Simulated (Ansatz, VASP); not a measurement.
**HfTe: VASP beside Ansatz**

The input INCAR:

```
ALGO     = Fast           # electronic algorithm
EDIFF    = 1E-6           # SCF threshold, eV
EDIFFG   = -0.05          # ionic threshold
ENCUT    = 600            # plane-wave cutoff, eV
GGA      = PS             # functional
IBRION   = 2              # ionic algorithm
ISIF     = 3              # what is computed and relaxed
ISMEAR   = 0              # smearing method
LASPH    = True           # aspherical terms in the spheres
LCHARG   = False          # write CHGCAR
LREAL    = False          # projectors in reciprocal space
LWAVE    = False          # write WAVECAR
NELM     = 100            # most SCF steps
NSW      = 100            # ionic steps
PREC     = Accurate       # precision mode
SIGMA    = 0.1            # smearing width, eV
```

The input KPOINTS:

```
k-points
0
Gamma
  6 6 6
```

POSCAR

```
HfTe
1.0
    0.0000000000      3.4846848375      3.4846848375
    3.4846848375      0.0000000000      3.4846848375
    3.4846848375      3.4846848375      0.0000000000
Hf Te
1 1
Direct
    0.0000000000      0.0000000000      0.0000000000
    0.5000000000      0.5000000000      0.5000000000
```

Input for Ansatz:

```yaml
crystal:
  lattice:
    - [0.0, 3.4846848375, 3.4846848375]
    - [3.4846848375, 0.0, 3.4846848375]
    - [3.4846848375, 3.4846848375, 0.0]
  atoms:
    - { symbol: Hf, position: [0.0, 0.0, 0.0] }
    - { symbol: Te, position: [0.5, 0.5, 0.5] }
basis:
  ecutwfc: 420
kpoints:
  mp_grid: { grid: [6, 6, 6] }
hamiltonian:
  xc: pbesol
scf:
  occupations: { method: gaussian, width: 0.1 }
output:
  forces: true
  stress: true
  eigenvalues: true
relax:
  adjacent_minimum: "off"
  f_tol: 0.05
  max_steps: 80
  cell: { stress_tol: 0.5 }
```

The cell comes from a database or a generator and needn't be the stable form of this composition.

Alike in both runs: task relaxation of cell and atoms; functional PBEsol; k mesh 6 × 6 × 6; occupations gaussian, width 0.1 eV; no spin polarisation.

|  | VASP | Ansatz |
| --- | --- | --- |
| version | VASP 6.6.1 | Ansatz 0.2.0 |
| potentials or method | VASP PAW PBE potentials, release 64 (Hf_pv, Te) | scalar-relativistic, plane waves, PAW |
| plane-wave cutoff (eV) | 600 | 420 |
| valence electrons in the cell | 16 | 42 |

Ansatz gave:

* gap on the k mesh at the Fermi level, each at its own relaxed structure (eV): none
* relaxed volume (Å³/atom): 23.90
* relaxed cell length with the largest relative difference (Å): 4.074
* energy change over the relaxation (meV/atom): -1417

Problem. What did VASP give for the same quantities?

Solution. gap on the k mesh at the Fermi level, each at its own relaxed structure (eV): none; relaxed volume (Å³/atom): 23.79; relaxed cell length with the largest relative difference (Å): 4.067; energy change over the relaxation (meV/atom): -1432.

A gap of «none» marks a metal or a gap that the smearing closes. The two sets of potentials don't hold the same shells in valence.

Caveats: the volume moved by over 15 % at a fixed basis, so the end points are rough; the PAW data sets were made with another functional, which shifts forces and pressure a little (VASP). The runs have no spin-orbit coupling, so splittings on Hf, Te are missing.
